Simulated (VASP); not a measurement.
Input of a VASP 6.6.1 run:

INCAR

```
SYSTEM = TiB2
PREC = Accurate
ENCUT = 520
EDIFF = 1E-7
ISMEAR = 0
SIGMA = 0.1
LREAL = .False.
LASPH = .True.
NELM = 80
ALGO = Normal
ISIF = 2
LWAVE = .False.
LCHARG = .False.
GGA = PE
NBANDS = 16
```

The input KPOINTS:

```
Automatic mesh
0
Gamma
  3 3 4
  0 0 0
```

Contents of POSCAR:

```
TiB2
1.0
    3.0292000000      0.0000000000      0.0000000000
   -1.5146000000      2.6233641500      0.0000000000
    0.0000000000      0.0000000000      3.2284000000
Ti B
1 2
Direct
    0.0000000000      0.0000000000      0.0000000000
    0.3333333300      0.6666666700      0.5000000000
    0.6666666700      0.3333333300      0.5000000000
```

Potentials or basis: VASP PAW PBE potentials, release 64 (Ti_sv, B).

Run with:

```bash
$ cat potpaw_PBE.64/Ti_sv/POTCAR potpaw_PBE.64/B/POTCAR > POTCAR
$ mpirun -np 1 vasp_std > vasp.out
```

Q: Predict the band gap on the k mesh.

A: None (metal or under the smearing width).

Q: What does it give for the pressure?

A: -0.5 GPa.

Stress tensor (GPa, compression positive):
```
 1.16  0.00  0.00
 0.00  1.16  0.00
 0.00  0.00 -3.69
```

Caveat: the k mesh is coarse (spacing up to 0.80 Å⁻¹), so the values aren't converged.
